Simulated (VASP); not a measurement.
Input:

```
Bi
1.0
    4.16582    -2.27500     0.00000
    4.16582     2.27500     0.00000
    2.92342     0.00000     3.73943
Bi
2
Direct
  0.23400   0.23400   0.23400
  0.76600   0.76600   0.76600
```

Method: optB88-vdW, VASP's PBE PAW potentials (set 64) (plane waves; VASP). Numerical set-up: 520 eV cut-off, 9×9×9 Γ-centred mesh, first-order Methfessel-Paxton smearing of 0.10 eV, potentials Bi_d.

Energy and stress use the plane-wave basis of the starting cell.

### Question
The ions, cell shape and volume are relaxed. What does this cell relax into?

### Answer

```
Bi
1.0
    4.21463    -2.29046     0.00681
    4.21463     2.29046     0.00681
    2.96379     0.00000     3.77165
Bi
2
Direct
  0.23458   0.23458   0.23458
  0.76542   0.76542   0.76542
```
Space group R-3m (166), at a tolerance of 0.03 Å.

### Question
How do energy and volume change from the first to the last step?

### Answer
The energy (σ→0) changes by -4.4 meV/atom and the volume by +2.6 %, in 11 ionic steps.

The compound is Bi in the a7 structure. This run relaxes it. Symmetry was kept, so distortions that lower it aren't found.
